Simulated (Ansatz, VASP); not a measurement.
# HfC in two plane-wave programs, part 2 of 2

Aim: how closely do two programs agree when they are given the same cell, functional and k mesh? The cell is taken from a series of runs on this material, whose earlier steps may have relaxed, scaled, displaced or heated it; both programs get it as it stands.

VASP 6.6.1 and Ansatz 0.2.0.

So far: The starting structure; VASP: zone-centre phonons, PBEsol.

## (3) Ansatz: zone-centre phonons, PBEsol

Level of this step: Ansatz beside VASP: Kohn-Sham DFT, plane waves, PBEsol (Ansatz).

Ansatz runs on its PAW soft_1 files.

The same cell, functional, mesh and smearing now go to Ansatz, which takes its cutoff from its data sets.

input.yaml reads:

```yaml
crystal:
  lattice:
    - [0.0, 2.2963404743, 2.3496516719]
    - [2.2963404743, 0.0, 2.3496516719]
    - [2.2963404743, 2.2963404743, 0.0]
  atoms:
    - { symbol: C, position: [0.0, 0.0, 0.0] }
    - { symbol: Hf, position: [0.5, 0.5, 0.5] }
kpoints:
  mp_grid: { grid: [16, 16, 16] }
hamiltonian:
  xc: pbesol
  pseudopotentials: { kind: paw, azcp: { folder: soft_1 }, xc_functional: pbe }
scf:
  occupations: { method: methfessel_paxton, width: 0.2 }
output:
  eigenvalues: true
phonons:
  method: dfpt
```

Command:

```bash
$ ansatz run input.yaml --threads 4 --pin off --max-ram 10240MiB --backend cpu --events-out ev --progress --plain --runs-dir out
```

Numbers of over 12 decimals in the logs are rounded to 6 here.

Output:

```text
zone centre: on kpoints.mp_grid the ground state, and the responses unless they are solved on pairs of k-points, stand on 621 of the mesh's 4096 k-points, reduced under 8 symmetry operations, with k and −k counted as one. Each operation leaves every solved displacement unchanged or reverses it
Engine: ansatz 0.2.0, aarch64-unknown-linux-gnu
Pseudopotentials: kind: paw
Pseudopotential: C, paw, valence charge 4, recommended cutoff 420 eV (normal), soft_1/C.paw.azcp
Pseudopotential: Hf, paw, valence charge 26, recommended cutoff 420 eV (normal), soft_1/Hf.paw.azcp
Functional definition: PBEsol
  exchange = pbesol_x
  correlation = pbesol_c
Crystal: 2 atoms, lattice volume = 24.780 Å³
Basis set: ecut = 420 eV, 515 PW (Γ), exchange–correlation on 48×48×48 points (8 copies of the dense FFT grid, shifted against one another)
Bands: 19, of which v1, the nominal top of the filled ones, is band 15 counted from 1 (14 counted from 0)
Symmetry: 16 space group operations
k-points: 621 of 4096 (irreducible under 8 space group operations)
Non-local potential: C, projectors of the file, l = 0: 2, l = 1: 2, l = 2: 1
Non-local potential: Hf, projectors of the file, l = 0: 3, l = 1: 2, l = 2: 2, l = 3: 3
PAW form: soft (Blöchl's): semilocal exchange-correlation on the pseudo side does not see the compensation charge
PAW frozen core: C, regenerated for the run's functional, and the local potential with it (the file was generated under x = pbe(κ = 0.804, μ = 0.219515), c = pbe(β = 0.066725))
PAW frozen core: Hf, regenerated for the run's functional, and the local potential with it (the file was generated under x = pbe(κ = 0.804, μ = 0.219515), c = pbe(β = 0.066725))
PAW one-centre angular grid: C, 110 points (default); XC on 64 Gauss nodes
PAW one-centre angular grid: Hf, 590 points (default); XC on 64 Gauss nodes
Initial density: superposition of atomic densities (chi_scale 0.1, normalization cell, long waves kept (reshape's long-wave potential 0.00 eV rms))
Initial wavefunctions: pseudopotential atomic-orbital guess
Functional: x = pbesol(κ = 0.804, μ = 0.123457), c = pbesol(β = 0.046)
SCF iter   1: F=—  HF=-15848.041957 eV  |F-HF|=—  |Δ(HF+E_count)|=         —  Δρ=8.58e-2  dr2=2.48e0  ethr=3.10e-3  ⟨swp⟩=4.9  Hψ=51104  notcnv=0
preconditioner: auto → Kerker (q_TF=auto, 2.817 Å⁻¹)  [metal: Δε(μ)=0.020 eV  Ē_g=17.620 eV  σ=0.200 eV  W_gap=0.09  n_scr=14 (ndim 8)  ℏωp=39.5 eV  f_vac=0.000  D(μ)=0.20/eV (n_scr^D=0)]
SCF iter   2: F=—  HF=-15847.530710 eV  |F-HF|=—  |Δ(HF+E_count)|=   5.11e-1  S|Δr|=    0.00e0  Δρ=3.32e-2  dr2=2.72e-1  ethr=3.10e-3  ⟨swp⟩=2.5  Hψ=21874  notcnv=0  defer=1
SCF iter   3: F=—  HF=-15847.476072 eV  |F-HF|=—  |Δ(HF+E_count)|=   5.46e-2  S|Δr|=    0.00e0  Δρ=1.42e-2  dr2=3.17e-2  ethr=9.06e-4  ⟨swp⟩=2.0  Hψ=21021  notcnv=0
SCF iter   4: F=—  HF=-15847.467796 eV  |F-HF|=—  |Δ(HF+E_count)|=   8.28e-3  S|Δr|=    0.00e0  Δρ=8.21e-3  dr2=8.01e-3  ethr=1.06e-4  ⟨swp⟩=2.1  Hψ=21253  notcnv=0
SCF iter   5: F=—  HF=-15847.467835 eV  |F-HF|=—  |Δ(HF+E_count)|=   3.96e-5  S|Δr|=    0.00e0  Δρ=1.48e-3  dr2=2.91e-4  ethr=2.67e-5  ⟨swp⟩=2.3  Hψ=20008  notcnv=0
SCF iter   6: F=—  HF=-15847.467795 eV  |F-HF|=—  |Δ(HF+E_count)|=   4.04e-5  S|Δr|=    0.00e0  Δρ=2.53e-4  dr2=1.57e-5  ethr=9.70e-7  ⟨swp⟩=3.0  Hψ=21489  notcnv=0
SCF iter   7: F=—  HF=-15847.467800 eV  |F-HF|=—  |Δ(HF+E_count)|=   5.44e-6  S|Δr|=    0.00e0  Δρ=6.79e-5  dr2=8.62e-7  ethr=5.22e-8  ⟨swp⟩=2.3  Hψ=21614  notcnv=0
SCF iter   8: F=—  HF=-15847.467800 eV  |F-HF|=—  |Δ(HF+E_count)|=   1.82e-7  S|Δr|=    0.00e0  Δρ=1.34e-5  dr2=2.56e-8  ethr=2.87e-9  ⟨swp⟩=2.9  Hψ=23411  notcnv=0
SCF iter   9: F=—  HF=-15847.467801 eV  |F-HF|=—  |Δ(HF+E_count)|=   3.91e-8  S|Δr|=    0.00e0  Δρ=2.46e-6  dr2=1.19e-9  ethr=8.54e-11  ⟨swp⟩=2.4  Hψ=19741  notcnv=0
SCF iter  10: F=—  HF=-15847.467801 eV  |F-HF|=—  |Δ(HF+E_count)|=   1.20e-9  S|Δr|=    0.00e0  Δρ=3.00e-7  dr2=1.51e-11  ethr=3.96e-12  ⟨swp⟩=2.6  Hψ=22900  notcnv=0
SCF iter  11: F=-15847.467801 eV  HF=-15847.467801 eV  |F-HF|=7.28e-12  |Δ(HF+E_count)|=  5.46e-12  S|Δr|=    0.00e0  Δρ=4.98e-8  dr2=3.09e-13  ethr=1.00e-12  ⟨swp⟩=7.8  Hψ=69607  notcnv=0
SCF 1 converged in 11 iterations: F = -15847.467801 eV  dr2 = 3.09e-13
  greatest PAW one-centre occupation: 0.998 electrons in one spin orbital (limit 2), on the Hf atom at site 1 (counted from 0), in its partial waves of l = 0
DFPT response loops at Γ: preconditioner auto → Kerker (q_TF=auto, 2.817 Å⁻¹) (partly filled bands, converged f_vac=0.000); β = 1.00, the filter's whole step (`scf.mixing.beta` (0.50) is not read by the response loops under this deck's `scf.mixing.preconditioner`; to damp them name `kerker` or `kerker_dos`, under which they read `scf.mixing.beta`, and type it under 1.00, their step now; both keys bind the ground state too); Broyden in place of MSR1
SCF converged after 11 iterations
Stability not checked: this state was not tested for a lower state beside it, because cold or Methfessel-Paxton smearing, or corrected tetrahedra, fill the levels in a way that the test cannot read (fill_not_monotonic; see scf.lower_state_search)
Free energy (F): -15847.467801 eV
Harris-Foulkes:  -15847.467801 eV  (|F-HF|=7.28e-12)
Internal energy: -15847.467446 eV  (E = F + TS)
E sigma→0 (E₀):  -15847.467712 eV
Entropy (-TS):   -0.000355 eV (-0.177 meV/atom)
Fermi energy:    18.711587 eV
Step filling:    the computed levels leave a gap of 0.0088 eV = 0.0 smearing widths at the electron count; against every level under it full and every level over it empty, smearing changes F+E_penalty+E_count by -0.366 meV and its σ→0 estimate by -0.277 meV
--- Per-component energies (eV) ---
  E_band       = 71.379629
  E_kinetic    = 493.909314
  E_local      = -6192.278129  (includes V_loc(G=0)·N_el)
  E_nonlocal   = 91.222197
  E_hartree    = 3032.110898
  E_xc         = -312.102172
  E_vxc        = -313.565644  (∫ρ·V_xc dr)
  E_paw        = -7673.443638  (= ΣΔE_a)
  E_vpaw       = -72.129982  (= ΣTr[D̂ρ^β])
  E_aug_tail   = 0.000108  (compensation charges beyond the density's cutoff)
  E_ewald      = -5288.158180
  E_core_change = 1.272157  (= ΣΔE_core)
  E_smearing   = -0.000355  (= −TS)
  E_closure    = -0.000000  (closes the sum)
  Σ components = -15847.467801   (vs F -15847.467801, Δ=0.00e0)
--- Band table (eV; the first three rows and the last of 621) ---
  k-point 0: bands = [... 11 lower, 7.8244, 19.7175, 19.8398, 19.8398, 19.8676, 20.1180, 20.1180, 21.8881]
  k-point 1: bands = [... 11 lower, 7.8241, 18.9776, 19.1784, 19.3019, 20.2156, 20.3377, 20.6089, 22.4084]
  k-point 2: bands = [... 11 lower, 7.8241, 17.9101, 18.3553, 18.4715, 20.5675, 20.6648, 21.0353, 23.4925]
  k-point 620: bands = [... 11 lower, 8.2226, 15.9426, 16.8458, 18.7672, 18.7672, 24.0518, 25.5031, 25.5031]
--- Phonons (Γ-DFPT): 4 representative perturbations + reference, on 621 of 4096 k-points (Σ response iterations 12) ---
  k mesh reduced under 8 symmetry operations, with k and −k counted as one. Each operation leaves every solved displacement unchanged or reverses it
  ASR residual: 2.680e-5 → 0.000e0 eV/Å²; symmetrization residual: 9.631e-7 eV/Å²
  ASR residual per site (eV/Å²): 1.19e-5 2.68e-5
  Γ frequencies (cm⁻¹): 0.00 0.00 0.00 397.42 460.95 460.95
  non-analytic LO–TO correction: not included (Born effective charges unavailable; polar crystals: no LO–TO splitting at Γ)
```

In the SCF lines HF is the Harris–Foulkes energy and dr2 the Hartree energy of the density residual, in eV; the loop may stop once dr2 is under the threshold and the program's other checks hold. Hψ counts applications of the Hamiltonian.

## (4) Side by side

Known differences besides the potentials themselves: the data sets hold 30 valence electrons in Ansatz (on its PAW soft_1 files) and 14 in VASP; the cutoff is 420 eV in Ansatz and 600 eV in VASP; Ansatz makes its cores anew for this functional, VASP keeps those of its PBE data sets. Total energies have different zeros and are not compared.

Both answers:

| quantity | Ansatz | VASP | difference |
| --- | --- | --- | --- |
| optical mode 1 (cm⁻¹) | 397.4 | 394.1 | +0.84 % |
| optical mode 2 to 3 (cm⁻¹) | 460.9 | 459.4 | +0.34 % |

Modes are paired by rising frequency, not by their patterns, so a pair may set unlike modes beside each other; they are those without the splitting of longitudinal modes.

## (5) Results

```yaml
r_m_s_difference_of_the_optical_zone_centre_modes_each_program_s_sorted_by_frequency_zone_centre_phonons_pbesol: 2.3 cm⁻¹
difference_in_optical_mode_1_zone_centre_phonons_pbesol: +0.8 %
```

**Reading.** The r.m.s. difference of the optical zone-centre modes, each program's sorted by frequency is 2.3 cm⁻¹ (zone-centre phonons, PBEsol). The data sets hold unlike numbers of valence electrons (30 in Ansatz and 14 in VASP), so part of the differences comes from the potentials. Among the rows given in per cent, the largest difference of the zone-centre phonons, PBEsol pair is in optical mode 1, +0.8 %. Such differences can come from data sets, numerical settings and the points named under the comparisons, not from the functional's error against experiment.

[Lines on the potential files, build, host, timing and source positions are cut from VASP's logs without a mark.]

[Logs are printed without paths, hosts, clocks, repeated set-up lines and the standing remarks that a program may print on its own settings, such as how far it seeks lower states.]

[Hosts, paths, dates, database ids (printed as entryN), source tags and the programs' standing remarks are cut or masked in the printed files.]
